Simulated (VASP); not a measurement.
These are HSE06 screened hybrid, VASP's PBE PAW potentials (set 64) (plane waves; VASP 6.6.1) values and carry that method's errors.

Input for VASP

**POSCAR**
```
InGe63
1.0
 11.5673955220   0.0000000000   0.0000000000
  0.0000000000  11.5673955220   0.0000000000
  0.0000000000   0.0000000000  11.5673955220
Ge In
63 1
Direct
  0.5000638086   0.0000918678   0.0002026167
  0.6258124868   0.1240525078   0.1242862581
  0.7498464837   0.2500322210   0.9997500129
  0.8760311770   0.3740911649   0.1240737561
  0.7497922862   0.9994786375   0.2503180332
  0.8760705420   0.1239795472   0.3740977932
  0.0000103407   0.9999943482   0.9999757443
  0.1248339020   0.1248371445   0.1248351285
  0.2503742200   0.2502203945   0.0006891757
  0.3758410246   0.3756795726   0.1247296065
  0.4999637707   0.4999323337   0.0000876288
  0.6243274906   0.6243478461   0.1243369336
  0.7498309396   0.7498539503   0.0004061748
  0.8751670856   0.8751735690   0.1248471480
  0.2503738909   0.0007710652   0.2503596352
  0.3758839791   0.1248455565   0.3757914587
  0.4998746810   0.2487416031   0.2486643182
  0.6324054322   0.3685807602   0.3683580129
  0.7518908818   0.5008365141   0.2482164100
  0.8755039117   0.6244704795   0.3758238996
  0.4999973964   0.0000443143   0.4999270221
  0.6242498762   0.1245552593   0.6242274643
  0.7518775390   0.2482947154   0.5006320835
  0.8757672651   0.3756068828   0.6243637911
  0.7497555088   0.0005584228   0.7496992098
  0.8751659433   0.1247833057   0.8751725982
  0.9999810510   0.5000286490   0.0003120190
  0.1240026952   0.6258351517   0.1241557404
  0.2500669795   0.7499597815   0.9998192417
  0.3741330394   0.8761987226   0.1240684589
  0.0006226408   0.2502747934   0.2502978623
  0.1246637143   0.3757799931   0.3756844294
  0.2484158932   0.4995798640   0.2483179096
  0.3679765126   0.6325754989   0.3678185411
  0.5008110831   0.7519580583   0.2480990569
  0.6244235516   0.8754197990   0.3758724113
  0.9999326520   0.9999356550   0.5000360339
  0.1240084471   0.1239014457   0.6257972935
  0.2483408392   0.2484578208   0.4997218932
  0.3669204539   0.3678445318   0.6334952025
  0.6321520378   0.6318166700   0.6330590283
  0.7514293112   0.7513563296   0.4998486749
  0.8758160558   0.8760091120   0.6257745753
  0.2501919407   0.9995568259   0.7497950185
  0.3741352284   0.1238884769   0.8761307407
  0.5005664982   0.2481947127   0.7519538978
  0.6243672159   0.3755359207   0.8757766605
  0.7521125906   0.4990974805   0.7521785818
  0.8762033627   0.6259229801   0.8761555661
  0.9995765294   0.7498529144   0.2502848587
  0.1239971422   0.8762113586   0.3741057855
  0.0000437888   0.4999988403   0.4998900637
  0.1242876532   0.6245123262   0.6241975725
  0.2481636353   0.7519835839   0.5006249701
  0.3757356314   0.8756019360   0.6243421444
  0.9996635076   0.2500425919   0.7498496939
  0.1237332171   0.3739859986   0.8764058377
  0.2476047196   0.5010994107   0.7524246070
  0.3756391270   0.6245210429   0.8758705571
  0.4993797819   0.7518982716   0.7520406192
  0.6259108366   0.8762338416   0.8761279941
  0.0003281968   0.7499415426   0.7497308167
  0.1248221408   0.8751727668   0.8751374423
  0.4989754343   0.4998633166   0.5012012857
```

**INCAR**
```
SIGMA = 0.05   ! width (eV)
LMAXMIX = 4   ! l cut-off of mixed one-centre charges
LCHARG = .FALSE.
ALGO = Normal   ! blocked Davidson
ISMEAR = 0
ISIF = 0
LORBIT = 10
SYSTEM = InGe63
PRECFOCK = Fast
LASPH = .TRUE.   ! aspherical one-centre terms
AEXX = 0.25
NELMIN = 4
LWAVE = .FALSE.
ISPIN = 2   ! spin-polarised
MAGMOM = 64*0.0156
GGA = PE   ! PBE
LHFCALC = .TRUE.
PREC = Normal
LREAL = Auto
ISYM = 0
NUPDOWN = 1
NELM = 50   ! most electronic steps
HFSCREEN = 0.2
EDIFF = 1E-5   ! SCF stop (eV)
ENCUT = 400   ! plane-wave cut-off (eV)
```

File KPOINTS:
```
kpoints
0
G
1 1 1
```

POTCAR, in this order: Ge In (PBE.64 set). Program: vasp_gam. Read from the step before: WAVECAR.

The resulting files:

File OSZICAR:
```
       N       E                     dE             d eps       ncg     rms          rms(c)
DAV:   1    -0.330079654646E+03   -0.33008E+03   -0.22061E+01   640   0.115E+01    0.713E+00
DAV:   2    -0.330604456988E+03   -0.52480E+00   -0.68389E-01   688   0.119E+00    0.474E+00
DAV:   3    -0.330580476921E+03    0.23980E-01   -0.10499E-01   712   0.472E-01    0.288E+00
DAV:   4    -0.330600934093E+03   -0.20457E-01   -0.38320E-02   728   0.308E-01    0.176E+00
DAV:   5    -0.330608886826E+03   -0.79527E-02   -0.20825E-02   688   0.231E-01    0.103E+00
DAV:   6    -0.330610464006E+03   -0.15772E-02   -0.75196E-03   696   0.148E-01    0.618E-01
DAV:   7    -0.330618813948E+03   -0.83499E-02   -0.48950E-03   704   0.121E-01    0.413E-01
DAV:   8    -0.330627381467E+03   -0.85675E-02   -0.72779E-03   704   0.146E-01    0.266E-01
DAV:   9    -0.330627799741E+03   -0.41827E-03   -0.41761E-03   696   0.108E-01    0.153E-01
DAV:  10    -0.330627577430E+03    0.22231E-03   -0.12434E-03   712   0.577E-02    0.878E-02
DAV:  11    -0.330627517405E+03    0.60025E-04   -0.21014E-04   704   0.236E-02    0.523E-02
DAV:  12    -0.330627517884E+03   -0.47915E-06   -0.10655E-04   632   0.129E-02    0.313E-02
DAV:  13    -0.330627543613E+03   -0.25729E-04   -0.10871E-04   536   0.979E-03    0.201E-02
DAV:  14    -0.330627575149E+03   -0.31536E-04   -0.11328E-04   448   0.811E-03    0.158E-02
DAV:  15    -0.330627606045E+03   -0.30896E-04   -0.11857E-04   456   0.771E-03    0.149E-02
DAV:  16    -0.330627634924E+03   -0.28879E-04   -0.12221E-04   440   0.783E-03    0.149E-02
DAV:  17    -0.330627661686E+03   -0.26762E-04   -0.12328E-04   480   0.798E-03    0.149E-02
DAV:  18    -0.330627686449E+03   -0.24763E-04   -0.12134E-04   464   0.802E-03    0.149E-02
DAV:  19    -0.330627709403E+03   -0.22954E-04   -0.11882E-04   480   0.799E-03    0.147E-02
DAV:  20    -0.330627730741E+03   -0.21338E-04   -0.11493E-04   448   0.791E-03    0.144E-02
DAV:  21    -0.330627750632E+03   -0.19891E-04   -0.11121E-04   448   0.779E-03    0.141E-02
DAV:  22    -0.330627769222E+03   -0.18590E-04   -0.10681E-04   464   0.767E-03    0.138E-02
DAV:  23    -0.330627786630E+03   -0.17408E-04   -0.10256E-04   456   0.750E-03    0.134E-02
DAV:  24    -0.330627802955E+03   -0.16325E-04   -0.97961E-05   424   0.735E-03    0.131E-02
DAV:  25    -0.330627818322E+03   -0.15367E-04   -0.94096E-05   464   0.719E-03    0.127E-02
DAV:  26    -0.330627832820E+03   -0.14498E-04   -0.89588E-05   432   0.703E-03    0.124E-02
DAV:  27    -0.330627846475E+03   -0.13655E-04   -0.85549E-05   400   0.686E-03    0.120E-02
DAV:  28    -0.330627859414E+03   -0.12939E-04   -0.82040E-05   424   0.673E-03    0.117E-02
DAV:  29    -0.330627871699E+03   -0.12284E-04   -0.77995E-05   408   0.655E-03    0.114E-02
DAV:  30    -0.330627883362E+03   -0.11663E-04   -0.74768E-05   400   0.641E-03    0.111E-02
DAV:  31    -0.330627894435E+03   -0.11073E-04   -0.70992E-05   400   0.625E-03    0.108E-02
DAV:  32    -0.330627904961E+03   -0.10526E-04   -0.68096E-05   416   0.613E-03    0.105E-02
DAV:  33    -0.330627914975E+03   -0.10014E-04   -0.64579E-05   392   0.599E-03    0.103E-02
DAV:  34    -0.330627924513E+03   -0.95383E-05   -0.61918E-05   392   0.588E-03
   1 F= -.33062792E+03 E0= -.33062736E+03  d E =-.112754E-02  mag=     1.0000
```

OUTCAR:
```
------------------------ aborting loop because EDIFF is reached ----------------------------------------
  volume of cell :     1547.77
      direct lattice vectors                 reciprocal lattice vectors
    11.567395522  0.000000000  0.000000000     0.086449884  0.000000000  0.000000000
     0.000000000 11.567395522  0.000000000     0.000000000  0.086449884  0.000000000
     0.000000000  0.000000000 11.567395522     0.000000000  0.000000000  0.086449884
 POSITION                                       TOTAL-FORCE (eV/Angst)
 -----------------------------------------------------------------------------------
      5.78444      0.00106      0.00234        -0.064702     -0.062514      0.001718
      7.23902      1.43496      1.43767        -0.087182      0.067017      0.013108
      8.67377      2.89222     11.56450         0.008333     -0.080989      0.013373
     10.13340      4.32726      1.43521         0.016692      0.218075      0.016708
      8.67314     11.56136      2.89553         0.006976     -0.043071     -0.006168
     10.13385      1.43412      4.32734         0.003626      0.082149      0.077982
      0.00012     11.56733     11.56711        -0.027220     -0.051704      0.008405
      1.44400      1.44404      1.44402         0.078379      0.101360      0.041122
      2.89618      2.89440      0.00797        -0.066354     -0.091621      0.001290
      4.34750      4.34563      1.44280        -0.046258     -0.023645      0.034020
      5.78328      5.78292      0.00101        -0.014341     -0.027658      0.000520
      7.22184      7.22208      1.43825         0.095132      0.112108      0.037511
      8.67359      8.67386      0.00470        -0.000180     -0.020621     -0.004452
     10.12340     10.12348      1.44416        -0.011784      0.012102      0.035551
      2.89617      0.00892      2.89601        -0.057518     -0.056905     -0.010109
      4.34800      1.44414      4.34693        -0.042511      0.112043     -0.046216
      5.78225      2.87729      2.87640         0.176218     -0.102009     -0.043596
      7.31528      4.26352      4.26094        -0.152900      0.278794      0.080780
      8.69742      5.79337      2.87122         0.008085     -0.320543     -0.030878
     10.12730      7.22350      4.34730        -0.030081      0.104666     -0.056471
      5.78367      0.00051      5.78285        -0.014791     -0.043007      0.007917
      7.22095      1.44078      7.22069         0.083479      0.113792      0.042840
      8.69726      2.87212      5.79101        -0.002415     -0.070322     -0.115067
     10.13035      4.34479      7.22226        -0.036389     -0.025393      0.043092
      8.67272      0.00646      8.67207        -0.009991     -0.053772      0.020089
     10.12339      1.44342     10.12347        -0.017910      0.100682     -0.049971
     11.56718      5.78403      0.00361        -0.038051     -0.117681      0.000247
      1.43439      7.23928      1.43616         0.039331     -0.045016      0.010877
      2.89262      8.67508     11.56530        -0.049946     -0.020814      0.010574
      4.32774     10.13534      1.43515         0.170100      0.046313      0.010598
      0.00720      2.89503      2.89529        -0.034970     -0.082256     -0.014249
      1.44203      4.34680      4.34569         0.089013     -0.026252     -0.044794
      2.87352      5.77884      2.87239        -0.056803      0.148641     -0.027094
      4.25653      7.31725      4.25470         0.211764     -0.083293      0.059912
      5.79308      8.69820      2.86986        -0.279067     -0.028346     -0.016752
      7.22295     10.12633      4.34786         0.086376     -0.008524     -0.056926
     11.56662     11.56665      5.78411        -0.036105     -0.058099      0.004793
      1.43445      1.43322      7.23884         0.061272      0.087038     -0.104791
      2.87266      2.87401      5.78048        -0.078106     -0.100181      0.128382
      4.24431      4.25500      7.32789         0.264256      0.301006     -0.137653
      7.31235      7.30847      7.32284        -0.089778     -0.042286     -0.072261
      8.69208      8.69124      5.78195        -0.017142     -0.043331      0.121694
     10.13091     10.13314      7.23858         0.013398      0.035216     -0.071564
      2.89407     11.56227      8.67318        -0.049451     -0.047448      0.026579
      4.32777      1.43307     10.13455         0.196518      0.074761     -0.031311
      5.79025      2.87097      8.69815        -0.276240     -0.114827      0.072903
      7.22230      4.34397     10.13046         0.092489     -0.031267     -0.053042
      8.69998      5.77326      8.70075        -0.007857      0.151510      0.024942
     10.13539      7.24030     10.13484         0.022018     -0.047108     -0.019435
     11.56250      8.67385      2.89514        -0.018553     -0.018208     -0.000891
      1.43432     10.13548      4.32743         0.050648      0.032108      0.066750
      0.00051      5.78368      5.78243        -0.023824     -0.030095      0.009332
      1.43768      7.22398      7.22034         0.086948      0.101955      0.049700
      2.87061      8.69849      5.79093        -0.032273     -0.041414     -0.120283
      4.34628     10.12843      7.22201        -0.044100     -0.010597      0.044410
     11.56350      2.89234      8.67381        -0.023208     -0.073703      0.028071
      1.43127      4.32604     10.13773         0.049083      0.241803     -0.026352
      2.86414      5.79642      8.70359        -0.086263     -0.331622      0.066476
      4.34517      7.22408     10.13154        -0.054230      0.110947     -0.049834
      5.77652      8.69750      8.69915         0.183408     -0.026776      0.032554
      7.24016     10.13574     10.13452        -0.078501      0.048705     -0.017679
      0.00380      8.67487      8.67243        -0.031008     -0.030517      0.014718
      1.44387     10.12347     10.12306         0.072082      0.009381     -0.047459
      5.77185      5.78212      5.79759        -0.077622     -0.158739      0.015759
 -----------------------------------------------------------------------------------
    total drift:                               -0.009553     -0.007568      0.041774
  FREE ENERGIE OF THE ION-ELECTRON SYSTEM (eV)
  ---------------------------------------------------
  free  energy   TOTEN  =      -330.6279245129 eV

  energy  without entropy=     -330.6267969708  energy(sigma->0) =     -330.62736074

  exchange ACFDT corr.  =         0.00000000  see jH, gK, PRB 81, 115126

 total charge

# of ion       s       p       d       tot
------------------------------------------
    1        1.119   1.270   0.059   2.448
    2        1.123   1.258   0.059   2.439
    3        1.125   1.255   0.058   2.438
    4        1.122   1.259   0.059   2.439
    5        1.125   1.255   0.058   2.438
    6        1.123   1.257   0.058   2.438
    7        1.135   1.251   0.058   2.444
    8        1.130   1.251   0.058   2.438
    9        1.125   1.255   0.058   2.437
   10        1.130   1.253   0.058   2.441
   11        1.135   1.262   0.059   2.456
   12        1.130   1.253   0.058   2.441
   13        1.125   1.255   0.058   2.438
   14        1.130   1.250   0.058   2.438
   15        1.125   1.254   0.058   2.437
   16        1.130   1.254   0.058   2.441
   17        1.126   1.253   0.059   2.438
   18        1.127   1.278   0.050   2.455
   19        1.124   1.256   0.059   2.439
   20        1.130   1.254   0.058   2.442
   21        1.135   1.262   0.059   2.456
   22        1.130   1.254   0.058   2.441
   23        1.126   1.252   0.059   2.437
   24        1.130   1.254   0.058   2.441
...
```
(Selected blocks of OUTCAR.)

The supercell is sampled at Γ alone, which is coarse: total energies, pressure and levels can be off, energies of defects by several tenths of an eV.

The cell is a supercell with a defect, built from Ge (diamond): In_Ge. The cell's shape comes from a PBE relaxation.
